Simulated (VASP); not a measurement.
A convergence study with VASP on PtS₂ (1T layered): one setting is varied, all else stays as given below, so the limit is that of these other settings.

```
CELL_PARAMETERS angstrom
      1.77000    -3.06573     0.00000
      1.77000     3.06573     0.00000
      0.00000     0.00000     5.04000
ATOMIC_POSITIONS crystal
  Pt 0.00000 0.00000 0.00000
  S  0.33333 0.66667 0.23000
  S  0.66667 0.33333 0.77000
```

Method: PBE GGA, VASP's PBE PAW potentials (set 64) (plane waves; VASP). The tightest run used: 550 eV cut-off, 12×12×8 Monkhorst-Pack mesh, Gaussian smearing of 0.050 eV, potentials Pt S.

| setting | E (eV/atom) | pressure (GPa) | largest force (eV/Å) | irreducible k-points |
|---|---|---|---|---|
| 1×1×1 mesh | -2.9811 | 18.87 | 1.381 | 1 |
| 2×2×1 mesh | -5.0064 | 11.25 | 1.846 | 2 |
| 3×3×2 mesh | -5.1218 | 9.88 | 0.912 | 4 |

Question: These are the cheaper rows. Estimate the results at 12×12×8 mesh, and how far the last row shown lies from them.

Answer: 
```
quantity              tightest run  last row shown is off by
--------------------  ------------  ------------------------
E (eV/atom)                -5.0996                   -0.0222
pressure (GPa)               10.11                     -0.23
largest force (eV/Å)         1.016                    -0.104
```

Left out are rungs that failed or repeat a setting and relaxations that didn't move; long series are thinned to 24 rows.

The compound is PtS2 in the 1T layered structure. The cell was not relaxed at this level, forces remain on its atoms.
